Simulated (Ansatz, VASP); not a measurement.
**Al (Al(110)) in two plane-wave programs**

Wanted: the spread between two codes on one cell, functional and k mesh. The structure shown is the start of the Ansatz relaxation below; VASP solves that cell, so the two are compared at the walk's first step.

Program: Ansatz 0.2.0. Level of theory: plane waves, with VASP 6.6.1 beside it; single point at PBE with D3(BJ) and single point at PBE. Results are calculated unless marked as measured.

## (1) Starting point

The cell holds 10 atoms: 10 Al. Cell: a = 2.816 Å, b = 3.982 Å, c = 28.672 Å, α = 90.0°, β = 90.0°, γ = 90.0°. Vacuum lies along c.

## (2) Ansatz: relaxation, PBE with D3(BJ)

Ansatz runs on its default PAW (the set named soft_2) files.

The two programs are compared at the cell with which this relaxation starts, whose forces are those of its first step.

The input, input.yaml:

```yaml
crystal:
  lattice:
    - [2.8159587629, 0.0, 0.0]
    - [0.0, 3.9823670736, 0.0]
    - [0.0, 0.0, 28.6718144332]
  atoms:
    - { symbol: Al, position: [0.5, 0.5, 0.279019663] }
    - { symbol: Al, position: [0.0, 0.0, 0.3281264045] }
    - { symbol: Al, position: [0.5, 0.5, 0.3772331461] }
    - { symbol: Al, position: [0.0, 0.0, 0.4263398877] }
    - { symbol: Al, position: [0.5, 0.5, 0.4754466292] }
    - { symbol: Al, position: [0.0, 0.0, 0.5245533708] }
    - { symbol: Al, position: [0.5, 0.5, 0.5736601123] }
    - { symbol: Al, position: [0.0, 0.0, 0.6227668539] }
    - { symbol: Al, position: [0.5, 0.5, 0.6718735955] }
    - { symbol: Al, position: [0.0, 0.0, 0.720980337] }
hamiltonian:
  xc: pbe
  dispersion: d3bj
kpoints:
  mp_grid: { grid: [12, 10, 1] }
scf:
  occupations: { method: methfessel_paxton, width: 0.1 }
  convergence: { dr2_threshold: 1.0e-09 }
efield:
  axis: 3
  dipole_correction: true
relax:
  f_tol: 0.01
  max_steps: 40
  constraints: [{ sites: [4, 5] }]
output:
  write_potential: true
  write_density: true
  volumetric_format: npy
```

Run with:

```console
> ansatz run input.yaml --threads 2 --pin off --max-ram 4096MiB --backend cpu --events-out ev --progress --plain --runs-dir out
```

Numbers of over 12 decimals in the logs are rounded to 6 here.

The log of the run:

```text
Engine: ansatz 0.2.0, aarch64-unknown-linux-gnu
Pseudopotentials: kind: paw
Pseudopotential: Al, paw, valence charge 3, recommended cutoff 420 eV (normal), Al.paw.azcp
Functional definition: PBE
  parameter kappa = 0.804
  parameter beta = 0.066725
  exchange = pbe_x(kappa = kappa, mu = beta*pi^2/3)
  correlation = pbe_c(beta = beta)
Crystal: 10 atoms, lattice volume = 321.531 Å³
Basis set: ecut = 420 eV, 6311 PW (Γ), exchange–correlation on 40×54×384 points (8 copies of the dense FFT grid, shifted against one another)
Bands: 25, of which v1, the nominal top of the filled ones, is band 15 counted from 1 (14 counted from 0)
Symmetry: 4 space group operations
k-points: 42 of 120
Non-local potential: Al, projectors of the file, l = 0: 2, l = 1: 2, l = 2: 1
PAW form: soft (Blöchl's): semilocal exchange-correlation on the pseudo side does not see the compensation charge
PAW one-centre angular grid: Al, 110 points (default); XC on 64 Gauss nodes
Initial density: superposition of atomic densities (neutral atoms: chi_scale 0, normalization atom), corrected by the library's trained network
Initial wavefunctions: pseudopotential atomic-orbital guess
Functional: x = pbe(κ = 0.804, μ = 0.219515), c = pbe(β = 0.066725)
SCF iter   1: F=—  HF=-5376.499294 eV  |F-HF|=—  |Δ(HF+E_count)|=         —  Δρ=1.17e-3  dr2=2.33e-2  ethr=1.77e-3  p=-0.000 e·Å  D=-5.04e-15 V/Å  ΔV_dip=0.00 eV  dr2_dipole=2.49e-7  V_vac-E_F(+/−)=4.06/4.06 eV  ⟨swp⟩=10.4  Hψ=7410  notcnv=0  defer=9
efield: sawtooth ramp at fractional position 0.9500 (placed from the atoms, in the widest stretch of the axis that holds none; the zero of the levels goes with the place), width 0.1000; the density the first Hamiltonian is built on has a dipole p = -0.000 e·Å; the dipole correction subtracts the counter field D = -5.04e-15 V/Å, which shifts the + side's vacuum level by +0.00 eV against the − side's; the planar-averaged density in the ramp window peaks in size at 6.0e-5 e/Å³
preconditioner: auto → LDOS  [metal: Δε(μ)=0.058 eV  Ē_g=6.645 eV  σ=0.100 eV  W_gap=0.47  n_scr=34 (ndim 8)  ℏωp=11.3 eV  f_vac=0.407  D(μ)=4.29/eV (n_scr^D=14)  β→1.0]
SCF iter   2: F=—  HF=-5376.499622 eV  |F-HF|=—  |Δ(HF+E_count)|=   3.28e-4  S|Δr|=    0.00e0  Δρ=2.42e-4  dr2=1.81e-4  ethr=7.76e-5  p=0.000 e·Å  D=3.60e-6 V/Å  ΔV_dip=-0.00 eV  dr2_dipole=2.50e-7  V_vac-E_F(+/−)=4.11/4.11 eV  ⟨swp⟩=2.0  Hψ=1752  notcnv=0  defer=46
SCF iter   3: F=—  HF=-5376.499768 eV  |F-HF|=—  |Δ(HF+E_count)|=   1.46e-4  S|Δr|=    0.00e0  Δρ=6.12e-5  dr2=5.04e-5  ethr=6.04e-7  p=0.000 e·Å  D=1.24e-6 V/Å  ΔV_dip=-0.00 eV  dr2_dipole=5.76e-9  V_vac-E_F(+/−)=4.11/4.11 eV  ⟨swp⟩=3.0  Hψ=1988  notcnv=0  defer=46
SCF iter   4: F=—  HF=-5376.500026 eV  |F-HF|=—  |Δ(HF+E_count)|=   2.59e-4  S|Δr|=    0.00e0  Δρ=1.94e-5  dr2=2.24e-6  ethr=1.68e-7  p=-0.000 e·Å  D=-9.56e-8 V/Å  ΔV_dip=0.00 eV  dr2_dipole=1.65e-12  V_vac-E_F(+/−)=4.12/4.12 eV  ⟨swp⟩=2.6  Hψ=1532  notcnv=0  defer=46
SCF iter   5: F=—  HF=-5376.500060 eV  |F-HF|=—  |Δ(HF+E_count)|=   3.38e-5  S|Δr|=    0.00e0  Δρ=3.28e-6  dr2=1.02e-7  ethr=7.47e-9  p=0.000 e·Å  D=4.54e-7 V/Å  ΔV_dip=-0.00 eV  dr2_dipole=3.83e-10  V_vac-E_F(+/−)=4.12/4.12 eV  ⟨swp⟩=2.5  Hψ=1713  notcnv=0  defer=46
SCF iter   6: F=—  HF=-5376.500060 eV  |F-HF|=—  |Δ(HF+E_count)|=   6.26e-8  S|Δr|=    0.00e0  Δρ=8.24e-7  dr2=4.67e-9  ethr=3.41e-10  p=0.000 e·Å  D=2.15e-7 V/Å  ΔV_dip=-0.00 eV  dr2_dipole=7.10e-12  V_vac-E_F(+/−)=4.12/4.12 eV  ⟨swp⟩=2.4  Hψ=1592  notcnv=0  defer=46
SCF iter   7: F=-5376.500060 eV  HF=-5376.500060 eV  |F-HF|=4.33e-10  |Δ(HF+E_count)|=   7.13e-9  S|Δr|=    0.00e0  Δρ=2.11e-7  dr2=3.86e-10  ethr=3.33e-12  p=0.000 e·Å  D=5.99e-8 V/Å  ΔV_dip=-0.00 eV  dr2_dipole=2.05e-12  V_vac-E_F(+/−)=4.12/4.12 eV  ⟨swp⟩=9.1  Hψ=5960  notcnv=0
SCF 1 converged in 7 iterations: F = -5376.500060 eV  dr2 = 3.86e-10
  greatest PAW one-centre occupation: 0.479 electrons in one spin orbital (limit 2), on the Al atom at site 0 (counted from 0), in its partial waves of l = 0
relax step   1: F+E_penalty+E_count = -5376.50006038 eV  Δ(F+E_penalty+E_count) = +0.000e0 eV  max|allowed force component| = 1.513e-1 eV/Å  Δτ_max = 0.0000 Å  (7 SCF iters, accepted)
[...]
relax step   2: F+E_penalty+E_count = -5376.51295430 eV  Δ(F+E_penalty+E_count) = -1.289e-2 eV  max|allowed force component| = 2.740e-2 eV/Å  Δτ_max = 0.0558 Å  (7 SCF iters, accepted)
[...]
relax step   3: F+E_penalty+E_count = -5376.51348610 eV  Δ(F+E_penalty+E_count) = -5.318e-4 eV  max|allowed force component| = 7.345e-3 eV/Å  Δτ_max = 0.0146 Å  (7 SCF iters, accepted)
NSCF: frozen V_eff on 42 k-points
the band table was solved once a step of the walk had ended and its energy, with any forces and stress, was formed, with the checks that follow a solve (8580 applications of the Hamiltonian). They found nothing against the state; the energy, forces and stress were not computed again (output.eigenvalues in the input reference)
WARN: The output density's exchange-correlation potential varies sharply where the density is thin. Do not read a vacuum level from v_tot or v_xc, or from such a field of the output density. On a cell that repeats whose density bears no net charge and no dipole along the vacuum's axis use v_es (v_loc + v_h of the components); under efield.dipole_correction with no amplitude use v_es + v_field, which holds any externa [...]
SCF converged after 7 iterations
Stability not checked: this state was not tested for a lower state beside it, because cold or Methfessel-Paxton smearing, or corrected tetrahedra, fill the levels in a way that the test cannot read (fill_not_monotonic; see scf.lower_state_search)
Free energy (F): -5376.513486 eV
Harris-Foulkes:  -5376.513486 eV  (|F-HF|=1.73e-11)
Internal energy: -5376.513508 eV  (E = F + TS)
E sigma→0 (E₀):  -5376.513492 eV
Entropy (-TS):   0.000022 eV (0.002 meV/atom)
Fermi energy:    2.107209 eV
Dipole field:    D = 0.000000 V/Å  (p = 0.000000 e·Å, saw-weighted, corrected)
Work function:   Φ+ = 4.1104 eV   Φ− = 4.1104 eV
Levels:          The Fermi level and band energies are counted from a zero that moves with the ramp; work functions are not
--- Per-component energies (eV) ---
  E_band       = -67.168202
  E_kinetic    = 225.914454
  E_local      = -8659.883495  (includes V_loc(G=0)·N_el)
  E_nonlocal   = 104.765582
  E_hartree    = 4292.990208
  E_xc         = -395.475137
  E_vxc        = -286.968801  (∫ρ·V_xc dr)
  E_paw        = -4673.767951  (= ΣΔE_a)
  E_vpaw       = -36.975616  (= ΣTr[D̂ρ^β])
  E_aug_tail   = -0.000021  (compensation charges beyond the density's cutoff)
  E_efield     = 0.000000  (sawtooth field / dipole correction)
  E_vefield    = 0.000000  (∫n·V_field dr)
  E_ewald      = 3731.848246
  E_disp       = -2.905394  (pairwise vdW)
  E_smearing   = 0.000022  (= −TS)
  E_closure    = 0.000000  (closes the sum)
  Σ components = -5376.513486   (vs F -5376.513486, Δ=0.00e0)
--- Forces (eV/Å), atoms counted from 1 ---
  atom   1  Al     0.00000000     0.00000000    -0.00552943
  atom   2  Al     0.00000000     0.00000000    -0.00129468
  atom   3  Al     0.00000000     0.00000000     0.00734120
  atom   4  Al     0.00000000     0.00000000     0.00238363
  atom   5  Al    -0.00000000     0.00000000    -0.07205217
  atom   6  Al     0.00000000    -0.00000000     0.07205129
  atom   7  Al    -0.00000000    -0.00000000    -0.00238378
  atom   8  Al    -0.00000000     0.00000000    -0.00734476
  atom   9  Al    -0.00000000    -0.00000000     0.00129524
  atom  10  Al    -0.00000000     0.00000000     0.00553339
  max |Σ_I F_I| component: 8.41e-8 eV/Å
--- Band table (eV; the first three rows and the last of 42) ---
  k-point 0: bands = [... 11 lower, 0.7297, 1.1987, 1.5075, 1.5267, 2.0373, 2.8125, 3.2650, 3.3622, ... 6 higher]
  k-point 1: bands = [... 11 lower, 0.4648, 1.6135, 1.8364, 2.0013, 2.4806, 3.1706, 3.5240, 3.5823, ... 6 higher]
  k-point 2: bands = [... 11 lower, -0.0923, 0.6298, 1.6169, 2.4058, 3.4660, 3.9498, 4.1421, 4.3920, ... 6 higher]
  k-point 41: bands = [... 11 lower, -0.8498, -0.2541, -0.2541, 0.2100, 0.2100, 0.8894, 0.8894, 1.8725, ... 6 higher]
--- Relaxed structure (3 steps of the walk, 3 accepted, 0 SCFs on fresh bases) ---
  F+E_penalty+E_count = -5376.51348610 eV   max|allowed force component| = 7.345e-3 eV/Å
  atoms:
    - { symbol: Al, position: [0.5, 0.500000, 0.278276] }
    - { symbol: Al, position: [0, 0, 0.325671] }
    - { symbol: Al, position: [0.5, 0.500000, 0.376613] }
    - { symbol: Al, position: [0, 0, 0.424667] }
    - { symbol: Al, position: [0.5, 0.500000, 0.475447] }
    - { symbol: Al, position: [0.0, 0.0, 0.5245533708] }
    - { symbol: Al, position: [0.5, 0.500000, 0.575333] }
    - { symbol: Al, position: [0, 0, 0.623387] }
    - { symbol: Al, position: [0.5, 0.500000, 0.674328] }
    - { symbol: Al, position: [0, 0, 0.721724] }
```

## (3) VASP: single point, PBE with D3(BJ), start cell

The same cell, functional, mesh and smearing now go to VASP, with its own data sets.

Lines of VASP's logs that name or quote its potential files are left out, and so is its time.

The input, INCAR:

```
SYSTEM = Al
PREC = Accurate
ENCUT = 400
EDIFF = 1E-06
NELM = 120
ISMEAR = 1
SIGMA = 0.1
LREAL = .FALSE.
ALGO = Normal
GGA = PE
IVDW = 12
NBANDS = 25
LORBIT = 11
LWAVE = .FALSE.
LCHARG = .FALSE.
ISIF = 2
LDIPOL = .TRUE.
IDIPOL = 3
DIPOL = 0.5 0.5 0.5
LVHAR = .TRUE.
LASPH = .TRUE.
GGA_COMPAT = .FALSE.
NELMDL = -8
KPAR = 2
```

The input, POSCAR:

```
Al
1.0
    2.8159587629      0.0000000000      0.0000000000
    0.0000000000      3.9823670736      0.0000000000
    0.0000000000      0.0000000000     28.6718144332
Al
10
Direct
    0.4999998645      0.5000001163      0.2790196630
    0.9999998645      0.0000001163      0.3281263912
    0.4999998645      0.5000001163      0.3772331370
    0.9999998645      0.0000001163      0.4263398826
    0.4999998645      0.5000001163      0.4754466284
    0.9999998645      0.0000001163      0.5245533566
    0.4999998645      0.5000001163      0.5736601023
    0.9999998645      0.0000001163      0.6227668480
    0.4999998645      0.5000001163      0.6718735937
    0.9999998645      0.0000001163      0.7209803219
```

The input, KPOINTS:

```
Automatic mesh
0
Gamma
12 10 1
0 0 0
```

Potentials, in the order of the species: Al (PBE family, release 64).

Run with:

```console
> mpirun -np 2 vasp_std
```

The log of the run:

```text
[banner, memory and clock lines left out]
running    2 mpi-ranks, on    1 nodes
 distrk:  each k-point on    1 cores,    2 groups
 distr:  one band on    1 cores,    1 groups

 POSCAR found type information on POSCAR Al
 POSCAR found :  1 types and      10 ions
 LDA part: xc-table for (Slater+PW92), standard interpolation
 POSCAR, INCAR and KPOINTS ok, starting setup
 FFT: planning ... GRIDC
 FFT: planning ... GRID_SOFT
 FFT: planning ... GRID
 WAVECAR not read
 entering main loop
       N       E                     dE             d eps       ncg     rms          rms(c)
DAV:   1     0.676161737979E+02    0.67616E+02   -0.84738E+03  2100   0.725E+02
DAV:   2    -0.325087624043E+02   -0.10012E+03   -0.92712E+02  2806   0.134E+02
DAV:   3    -0.373714240288E+02   -0.48627E+01   -0.47003E+01  2952   0.284E+01
DAV:   4    -0.375591063617E+02   -0.18768E+00   -0.18716E+00  3360   0.659E+00
DAV:   5    -0.375643069850E+02   -0.52006E-02   -0.51991E-02  3389   0.100E+00
DAV:   6    -0.375644749703E+02   -0.16799E-03   -0.16798E-03  3399   0.169E-01
DAV:   7    -0.375644810388E+02   -0.60685E-05   -0.60685E-05  3339   0.305E-02
DAV:   8    -0.375644813353E+02   -0.29648E-06   -0.29662E-06  2669   0.576E-03    0.481E+00
DAV:   9    -0.377788019600E+02   -0.21432E+00   -0.13010E+01  2659   0.137E+01    0.397E+00
DAV:  10    -0.361521915763E+02    0.16266E+01   -0.78423E+00  2503   0.123E+01    0.221E+00
DAV:  11    -0.360382241312E+02    0.11397E+00   -0.10958E+00  2516   0.363E+00    0.710E-01
DAV:  12    -0.360142257418E+02    0.23998E-01   -0.95743E-02  2705   0.147E+00    0.342E-01
DAV:  13    -0.360122277196E+02    0.19980E-02   -0.10930E-02  2731   0.479E-01    0.258E-01
DAV:  14    -0.360103748019E+02    0.18529E-02   -0.24342E-03  2619   0.209E-01    0.946E-02
[...]
DAV:  20    -0.360103039739E+02   -0.38842E-04   -0.11109E-05  2226   0.872E-03    0.327E-03
DAV:  21    -0.360103392741E+02   -0.35300E-04   -0.92551E-06  2103   0.687E-03    0.333E-03
DAV:  22    -0.360103755314E+02   -0.36257E-04   -0.32563E-06  2093   0.379E-03    0.270E-03
DAV:  23    -0.360104178421E+02   -0.42311E-04   -0.24147E-06  1891   0.327E-03    0.193E-03
DAV:  24    -0.360104389935E+02   -0.21151E-04   -0.16470E-06  1841   0.222E-03    0.842E-04
DAV:  25    -0.360104448710E+02   -0.58775E-05   -0.44955E-07  1805   0.135E-03    0.101E-03
DAV:  26    -0.360104463835E+02   -0.15125E-05   -0.96122E-08  1669   0.786E-04    0.262E-04
DAV:  27    -0.360104465619E+02   -0.17847E-06   -0.10189E-08  1505   0.377E-04
   1 F= -.38934077E+02 E0= -.38933952E+02  d E =-.375208E-03
```

OUTCAR, selected parts (step 3):

```text
ion  position               nearest neighbor table
   1  0.500  0.500  0.279-   3 2.82   2 2.82   2 2.82   2 2.82   2 2.82
   2  1.000  0.000  0.328-   1 2.82   1 2.82   1 2.82   1 2.82   3 2.82   3 2.82   3 2.82   3 2.82
                             4 2.82
   3  0.500  0.500  0.377-   1 2.82   4 2.82   4 2.82   4 2.82   4 2.82   2 2.82   2 2.82   2 2.82
                             2 2.82   5 2.82
   4  1.000  0.000  0.426-   6 2.82   3 2.82   3 2.82   3 2.82   3 2.82   5 2.82   5 2.82   5 2.82
                             5 2.82   2 2.82
   5  0.500  0.500  0.475-   7 2.82   6 2.82   6 2.82   6 2.82   6 2.82   4 2.82   4 2.82   4 2.82
                             4 2.82   3 2.82
   6  1.000  0.000  0.525-   4 2.82   5 2.82   5 2.82   5 2.82   5 2.82   7 2.82   7 2.82   7 2.82
                             7 2.82   8 2.82
   7  0.500  0.500  0.574-   5 2.82   8 2.82   8 2.82   8 2.82   8 2.82   6 2.82   6 2.82   6 2.82
                             6 2.82   9 2.82
   8  1.000  0.000  0.623-  10 2.82   7 2.82   7 2.82   7 2.82   7 2.82   9 2.82   9 2.82   9 2.82
                             9 2.82   6 2.82
   9  0.500  0.500  0.672-  10 2.82  10 2.82  10 2.82  10 2.82   8 2.82   8 2.82   8 2.82   8 2.82
                             7 2.82
  10  1.000  0.000  0.721-   8 2.82   9 2.82   9 2.82   9 2.82   9 2.82

  LATTYP: Found a simple orthorhombic cell.
 ALAT       =     2.8159587629
 B/A-ratio  =     1.4142135624
 C/A-ratio  =    10.1819013868

 Subroutine GETGRP returns: Found  8 space group operations
 (whereof  4 operations were pure point group operations)

The static configuration has the point symmetry C_2v.
 The point group associated with its full space group is D_2h.

 Found     42 irreducible k-points:

   k-points           NKPTS =     42   k-points in BZ     NKDIM =     42   number of bands    NBANDS=     25

   dimension x,y,z NGX =    18 NGY =   28 NGZ =  192
   dimension x,y,z NGXF=    36 NGYF=   56 NGZF=  384

   ENCUT  =  400.0 eV  29.40 Ry    5.42 a.u.   4.59  6.49 46.76*2*pi/ulx,y,z

   NELECT =      30.0000    total number of electrons

 k-points in reciprocal lattice and weights: Automatic mesh
   0.00000000  0.00000000  0.00000000       0.008
   0.08333333  0.00000000  0.00000000       0.017
   0.16666667  0.00000000  0.00000000       0.017
   0.25000000  0.00000000  0.00000000       0.017
   0.33333333  0.00000000  0.00000000       0.017
   0.41666667  0.00000000  0.00000000       0.017
   0.50000000  0.00000000  0.00000000       0.008
   0.00000000  0.10000000  0.00000000       0.017
   0.08333333  0.10000000  0.00000000       0.033
[...]
0.41666667  0.50000000  0.00000000       0.017
   0.50000000  0.50000000  0.00000000       0.008

 dipolmoment           0.000000      0.000000      0.000007 electrons x Angstroem

 average (electrostatic) potential at core
       1 -78.5741       2 -78.4872       3 -78.4486       4 -78.4113       5 -78.4594
       6 -78.4593       7 -78.4113       8 -78.4485       9 -78.4871      10 -78.5740

 E-fermi :   2.1246

 k-point     1 :       0.0000    0.0000    0.0000
  band No.  band energies     occupation
    ...
     12       0.6922      2.00000
     13       1.1888      2.00000
     14       1.5574      2.00000
     15       1.5708      2.00000
     16       2.0447      1.97969
     17       2.9099     -0.00000
     18       3.3156     -0.00000
     19       3.4281     -0.00000
     20       4.4886      0.00000
     21       4.7219      0.00000
    ...

 k-point     2 :       0.0833    0.0000    0.0000
  band No.  band energies     occupation
    ...
     11       0.6108      2.00000
     12       0.8147      2.00000
     13       1.3123      2.00000
     14       1.6610      2.00000
     15       1.6891      2.00000
     16       2.1621      0.41301
     17       3.0285     -0.00000
     18       3.4250     -0.00000
     19       3.5044     -0.00000
     20       4.6074      0.00000
    ...

 k-point     3 :       0.1667    0.0000    0.0000
  band No.  band energies     occupation
    ...
     11       0.9656      2.00000
     12       1.1626      2.00000
     13       1.6718      2.00000
     14       1.9054      2.00819
     15       2.0444      1.98131
     16       2.4841     -0.00000
     17       3.0881     -0.00000
     18       3.3842     -0.00000
     19       3.6946     -0.00000
     20       3.9903     -0.00000
    ...

 Edisp (eV)   -2.92363

  Total      -2.49248    -1.34486     0.72257     0.00000     0.00000     0.00000
  in kB     -12.41993    -6.70140     3.60053     0.00000     0.00000     0.00000
  external pressure =       -5.17 kB  Pullay stress =        0.00 kB

  energy-cutoff  :      400.00
  volume of cell :      321.53
      direct lattice vectors                 reciprocal lattice vectors
     2.815958763  0.000000000  0.000000000     0.355118837  0.000000000  0.000000000
     0.000000000  3.982367074  0.000000000     0.000000000  0.251106938  0.000000000
     0.000000000  0.000000000 28.671814433     0.000000000  0.000000000  0.034877458

 POSITION                                       TOTAL-FORCE (eV/Angst)
 -----------------------------------------------------------------------------------
      1.40798      1.99118      8.00000         0.000000      0.000000      0.045598
      2.81596      0.00000      9.40798         0.000000      0.000000     -0.150299
      1.40798      1.99118     10.81596         0.000000      0.000000      0.104800
      2.81596      0.00000     12.22394         0.000000      0.000000     -0.120746
      1.40798      1.99118     13.63192         0.000000      0.000000     -0.061621
      2.81596      0.00000     15.03990         0.000000      0.000000      0.061621
      1.40798      1.99118     16.44788         0.000000      0.000000      0.120746
      2.81596      0.00000     17.85586         0.000000      0.000000     -0.104800
      1.40798      1.99118     19.26384         0.000000      0.000000      0.150299
      2.81596      0.00000     20.67181         0.000000      0.000000     -0.045598
 -----------------------------------------------------------------------------------
    total drift:                               -0.000088      0.000085      0.000186

  FREE ENERGIE OF THE ION-ELECTRON SYSTEM (eV)
  ---------------------------------------------------
  free  energy   TOTEN  =       -38.9340773906 eV

  energy  without entropy=      -38.9337021823  energy(sigma->0) =      -38.93395232

 vacuum level on the upper side and lower side of the slab         6.246         6.246

 total charge
# of ion       s       p       d       tot
------------------------------------------
    1        0.471   0.296   0.000   0.767
    2        0.430   0.348   0.000   0.778
    3        0.426   0.359   0.000   0.785
    4        0.429   0.357   0.000   0.786
    5        0.431   0.351   0.000   0.782
    6        0.431   0.351   0.000   0.782
    7        0.429   0.357   0.000   0.786
    8        0.426   0.359   0.000   0.785
    9        0.430   0.348   0.000   0.778
   10        0.471   0.296   0.000   0.767
--------------------------------------------------
tot          4.373   3.421   0.000   7.795

[... 3 further parts left out ...]
```

Dispersion corrections of this kind ignore metallic screening and tend to overbind metals.

(Part 1 of 2 ends here.)

[Lines on the potential files, build, host, timing and source positions are cut from VASP's logs without a mark.]

[Logs are printed without paths, hosts, clocks, repeated set-up lines and the standing remarks that a program may print on its own settings, such as how far it seeks lower states.]

[Hosts, paths, dates, database ids (printed as entryN), source tags and the programs' standing remarks are cut or masked in the printed files.]
